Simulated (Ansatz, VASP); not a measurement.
## Ga2Te3O: VASP beside Ansatz

File INCAR:

```
SYSTEM = Ga2Te3O
PREC     = Accurate       ! precision mode
ENCUT    = 520            ! plane-wave cutoff, eV
EDIFF    = 1E-6           ! SCF threshold, eV
ISMEAR   = 0              ! smearing method
SIGMA    = 0.1            ! smearing width, eV
LREAL    = .False.        ! projectors in reciprocal space
LASPH    = .True.         ! aspherical terms in the spheres
NELM     = 100            ! most SCF steps
ALGO     = Normal         ! electronic algorithm
ISIF     = 2              ! what is computed and relaxed
LWAVE    = .False.        ! write WAVECAR
LCHARG   = .False.        ! write CHGCAR
GGA      = PE             ! functional
NBANDS   = 34             ! bands
```

KPOINTS

```
Automatic mesh
0
Gamma
  6 6 2
  0 0 0
```

The input POSCAR:

```
Ga2Te3O
1.0
    4.9722091800      0.0000000000      0.0000000000
   -2.4861045900      4.3060594600      0.0000000000
    0.0000000000      0.0000000000      7.8378335800
Ga Te O
2 3 1
Direct
    0.6666666700      0.3333333300      0.2483411600
    0.3333333300      0.6666666700      0.7516588400
    0.0000000000      0.0000000000      0.5000000000
    0.6666666700      0.3333333300      0.6493157700
    0.3333333300      0.6666666700      0.3506842300
    0.0000000000      0.0000000000      0.0000000000
```

Input for Ansatz:

```yaml
crystal:
  lattice:
    - [4.97220918, 0.0, 0.0]
    - [-2.48610459, 4.30605946, 0.0]
    - [0.0, 0.0, 7.83783358]
  atoms:
    - { symbol: Ga, position: [0.66666667, 0.33333333, 0.24834116] }
    - { symbol: Ga, position: [0.33333333, 0.66666667, 0.75165884] }
    - { symbol: Te, position: [0.0, 0.0, 0.5] }
    - { symbol: Te, position: [0.66666667, 0.33333333, 0.64931577] }
    - { symbol: Te, position: [0.33333333, 0.66666667, 0.35068423] }
    - { symbol: O, position: [0.0, 0.0, 0.0] }
basis:
  ecutwfc: 420
kpoints:
  mp_grid: { grid: [6, 6, 2] }
hamiltonian:
  xc: pbe
scf:
  occupations: { method: gaussian, width: 0.1 }
  lower_state_search: "off"
output:
  forces: true
  stress: true
  eigenvalues: true
```

Change from the starting cell: species swapped into the Li3GdBi2 type (P-3m1, No. 164).

Alike in both runs: task single point; functional PBE; k mesh 6 × 6 × 2; occupations gaussian, width 0.1 eV; no spin polarisation.

|  | VASP | Ansatz |
| --- | --- | --- |
| version | VASP 6.6.1 | Ansatz 0.2.0 |
| potentials or method | VASP PAW PBE potentials, release 64 (Ga_d, Te, O) | scalar-relativistic, plane waves, PAW |
| plane-wave cutoff (eV) | 520 | 420 |
| valence electrons in the cell | 50 | 80 |

|  | VASP | Ansatz | Ansatz less VASP |
| --- | --- | --- | --- |
| gap on the k mesh at the Fermi level (eV) | none | none | - |
| pressure (GPa) | 0.2 | 0.2 | +0.02 |
| largest component of the traceless stress (GPa) | 0.42 | 0.41 | -0.003 |
| rms of the force components (eV/Å) | 0.545 | 0.546 | +0.0007 |

Atom by atom the forces differ by 0.002 eV/Å (rms over components). A gap of «none» marks a metal or a gap that the smearing closes. The two sets of potentials don't hold the same shells in valence.

Caveats: the k mesh is coarse (spacing up to 0.40 Å⁻¹), so the values aren't converged; forces of over 1 eV/Å show positions far from the minimum, so gaps and moduli don't describe the material at rest. Spin-orbit coupling is left out, which matters for the levels of Te.
